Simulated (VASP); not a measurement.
Data:

```
Co2N
1.0
    4.22244     0.00000     0.00000
    0.00000     4.48256     0.00000
    0.00000     0.00000     2.79387
Co N
4 2
Direct
  0.73171   0.82627   0.50000
  0.26829   0.17373   0.50000
  0.23171   0.67373   0.00000
  0.76829   0.32627   0.00000
  0.00000   0.50000   0.50000
  0.50000   0.00000   0.00000
```

Calculation: PBEsol GGA, VASP's PBE PAW potentials (set 64) (plane waves; VASP). Run with 520 eV cut-off, 8×8×12 Γ-centred mesh, tetrahedra with Blöchl corrections, potentials Co N.

### Question
Estimate the energy per atom (σ→0), band gap (on the k-mesh) with the smallest direct gap where there is one.

### Answer

The band gap (on the k-mesh) comes out as none (metal, semimetal or under 0.01 eV) and the energy per atom (σ→0) is -8.101 eV/atom.

Only differences to runs with the same potentials and settings are physical.

The structure comes from a computed database's Co2N entry (Pnnm); how it stands against other phases isn't given here. It was relaxed first. The run is not spin-polarised, so no magnetic state was tried.
